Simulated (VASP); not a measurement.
Input:

```yaml
crystal:
  lattice:
    - [5.70744, 0.00000, 0.00000]
    - [0.00000, 5.70744, 0.00000]
    - [0.00000, 0.00000, 20.00445]
  atoms:
    - { symbol: Al, position: [0.24778, 0.24778, 0.34297] }
    - { symbol: Al, position: [0.75222, 0.24778, 0.34297] }
    - { symbol: Al, position: [0.24778, 0.75222, 0.34297] }
    - { symbol: Al, position: [0.75222, 0.75222, 0.34297] }
    - { symbol: Al, position: [0.00000, 0.00000, 0.45059] }
    - { symbol: Al, position: [0.50000, 0.00000, 0.44653] }
    - { symbol: Al, position: [0.00000, 0.50000, 0.44653] }
    - { symbol: Al, position: [0.50000, 0.50000, 0.44653] }
    - { symbol: Al, position: [0.25329, 0.25329, 0.55251] }
    - { symbol: Al, position: [0.74671, 0.25329, 0.55251] }
    - { symbol: Al, position: [0.25329, 0.74671, 0.55251] }
    - { symbol: Al, position: [0.74671, 0.74671, 0.55251] }
    - { symbol: Al, position: [0.00000, 0.00000, 0.65799] }
    - { symbol: Al, position: [0.50000, 0.00000, 0.65301] }
    - { symbol: Al, position: [0.00000, 0.50000, 0.65301] }
    - { symbol: Al, position: [0.50000, 0.50000, 0.65961] }
    - { symbol: Cl, position: [0.00000, 0.00000, 0.76668] }
```

These are PBE GGA, VASP's PBE PAW potentials (set 64) (plane waves; VASP) values and carry that method's errors. Numerical set-up: PREC = Normal, 400 eV cut-off, 5×5×1 Γ-centred mesh, first-order Methfessel-Paxton smearing of 0.10 eV, potentials Al Cl.

Problem. What does the run give for the energy per atom (σ→0), band gap (on the k-mesh) with the smallest direct gap where there is one?

Solution. 
```json
{
  "band gap (on the k-mesh)": "none (metal, semimetal or under 0.01 eV)",
  "energy per atom (σ→0)": "-3.511 eV/atom"
}
```

The cell is a thin slab with vacuum, built from Al (fcc): (100) face, Cl adsorbed.
